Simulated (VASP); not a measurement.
All values below come from PBE GGA, VASP's PBE PAW potentials (set 64) (plane waves; VASP).

VASP ran on this input.

File KPOINTS:
```
Automatic mesh
0
Gamma
7 7 7
0 0 0
```

**INCAR**
```
SYSTEM = Al3Sc
PREC = Accurate
ENCUT = 275
EDIFF = 1E-6
NELM = 100
ALGO = Normal
LREAL = .FALSE.
LASPH = .TRUE.
ISMEAR = 1
SIGMA = 0.1
GGA = PE
LMAXMIX = 4
LWAVE = .FALSE.
LCHARG = .FALSE.
ISIF = 2
```

POSCAR:
```
Al3Sc
1
    4.1000000000     0.0000000000     0.0000000000
    0.0000000000     4.1000000000     0.0000000000
    0.0000000000     0.0000000000     4.1000000000
Sc Al
1 3
Direct
  0.0000000000   0.0000000000   0.0000000000
  0.0000000000   0.5000000000   0.5000000000
  0.5000000000   0.0000000000   0.5000000000
  0.5000000000   0.5000000000   0.0000000000
```

POTCAR, in this order: Sc_sv Al (PBE.64 set). Program: vasp_std.

Output of the run:

File OUTCAR:
```
 ion  position               nearest neighbor table
   1  0.000  0.000  0.000-   2 2.90   3 2.90   4 2.90   2 2.90   3 2.90   2 2.90   4 2.90   2 2.90
                             3 2.90   4 2.90   3 2.90   4 2.90
   2  0.000  0.500  0.500-   1 2.90   3 2.90   4 2.90   1 2.90   4 2.90   1 2.90   3 2.90   1 2.90
                             3 2.90   4 2.90   4 2.90   3 2.90
   3  0.500  0.000  0.500-   1 2.90   2 2.90   4 2.90   1 2.90   4 2.90   2 2.90   4 2.90   4 2.90
                             1 2.90   2 2.90   1 2.90   2 2.90
   4  0.500  0.500  0.000-   1 2.90   2 2.90   3 2.90   2 2.90   3 2.90   1 2.90   3 2.90   3 2.90
                             1 2.90   2 2.90   2 2.90   1 2.90
  LATTYP: Found a simple cubic cell.
 ALAT       =     4.1000000000
 Subroutine PRICEL returns:
 Original cell was already a primitive cell.
 Subroutine GETGRP returns: Found 48 space group operations
The static configuration has the point symmetry O_h .
The dynamic configuration has the point symmetry O_h .
 Subroutine INISYM returns: Found 48 space group operations
 Subroutine IBZKPT returns following result:
 Found     20 irreducible k-points:

 Following reciprocal coordinates:
            Coordinates               Weight
  0.000000  0.000000  0.000000      1.000000
  0.142857  0.000000  0.000000      6.000000
  0.285714  0.000000  0.000000      6.000000
  0.428571  0.000000  0.000000      6.000000
  0.142857  0.142857  0.000000     12.000000
  0.285714  0.142857  0.000000     24.000000
  0.428571  0.142857  0.000000     24.000000
  0.285714  0.285714  0.000000     12.000000
  0.428571  0.285714  0.000000     24.000000
  0.428571  0.428571  0.000000     12.000000
  0.142857  0.142857  0.142857      8.000000
  0.285714  0.142857  0.142857     24.000000
  0.428571  0.142857  0.142857     24.000000
  0.285714  0.285714  0.142857     24.000000
  0.428571  0.285714  0.142857     48.000000
  0.428571  0.428571  0.142857     24.000000
  0.285714  0.285714  0.285714      8.000000
  0.428571  0.285714  0.285714     24.000000
...
```

**OSZICAR**
```
       N       E                     dE             d eps       ncg     rms          rms(c)
DAV:   1     0.702135208076E+02    0.70214E+02   -0.61079E+03   600   0.789E+02
DAV:   2    -0.156531389458E+02   -0.85867E+02   -0.84704E+02   608   0.295E+02
DAV:   3    -0.202022696113E+02   -0.45491E+01   -0.43277E+01   834   0.495E+01
DAV:   4    -0.202962120365E+02   -0.93942E-01   -0.93857E-01   776   0.877E+00
DAV:   5    -0.202981618270E+02   -0.19498E-02   -0.19496E-02   838   0.112E+00    0.867E+00
DAV:   6    -0.193530618513E+02    0.94510E+00   -0.48580E+00   928   0.244E+01    0.310E+00
DAV:   7    -0.193033153137E+02    0.49747E-01   -0.90917E-02   672   0.258E+00    0.179E+00
DAV:   8    -0.192793272890E+02    0.23988E-01   -0.36495E-02   852   0.162E+00    0.232E-01
DAV:   9    -0.192790025012E+02    0.32479E-03   -0.25909E-03   716   0.486E-01    0.925E-02
DAV:  10    -0.192789674470E+02    0.35054E-04   -0.14133E-04   884   0.102E-01    0.746E-02
DAV:  11    -0.192789648956E+02    0.25514E-05   -0.22036E-05   764   0.322E-02    0.490E-02
DAV:  12    -0.192789581624E+02    0.67331E-05   -0.28323E-05   914   0.540E-02    0.425E-03
DAV:  13    -0.192789581584E+02    0.40229E-08   -0.71551E-07   400   0.955E-03
   1 F= -.19278958E+02 E0= -.19278479E+02  d E =-.143753E-02
```

OUTCAR:
```
------------------------ aborting loop because EDIFF is reached ----------------------------------------
  FORCE on cell =-STRESS in cart. coord.  units (eV):
  Direction    XX          YY          ZZ          XY          YZ          ZX
  --------------------------------------------------------------------------------------
  Total        0.0782536      0.0782536      0.0782536     -0.0000000      0.0000000     -0.0000000
  in kB        1.8191273      1.8191273      1.8191273     -0.0000000      0.0000000     -0.0000000
  external PRESSURE =       1.8191273 kB  Pullay stress =       0.0000000 kB
  volume of cell :       68.92
      direct lattice vectors                 reciprocal lattice vectors
     4.100000000  0.000000000  0.000000000     0.243902439  0.000000000  0.000000000
     0.000000000  4.100000000  0.000000000     0.000000000  0.243902439  0.000000000
     0.000000000  0.000000000  4.100000000     0.000000000  0.000000000  0.243902439
 POSITION                                       TOTAL-FORCE (eV/Angst)
 -----------------------------------------------------------------------------------
      0.00000      0.00000      0.00000         0.000000      0.000000      0.000000
      0.00000      2.05000      2.05000         0.000000      0.000000      0.000000
      2.05000      0.00000      2.05000         0.000000      0.000000      0.000000
      2.05000      2.05000      0.00000         0.000000      0.000000      0.000000
 -----------------------------------------------------------------------------------
    total drift:                               -0.000000      0.000000      0.000000
  FREE ENERGIE OF THE ION-ELECTRON SYSTEM (eV)
  ---------------------------------------------------
  free  energy   TOTEN  =       -19.2789581584 eV

  energy  without entropy=      -19.2775206237  energy(sigma->0) =      -19.27847898
```
(Selected blocks of OUTCAR.)

At this cut-off the stress carries a Pulay error, which pulls relaxed volumes low.

The compound is Al3Sc in the L1_2 structure. The cell was not relaxed at this level. The run is one of a series of settings (ENCUT = 275 against the base run), some of them coarse on purpose.
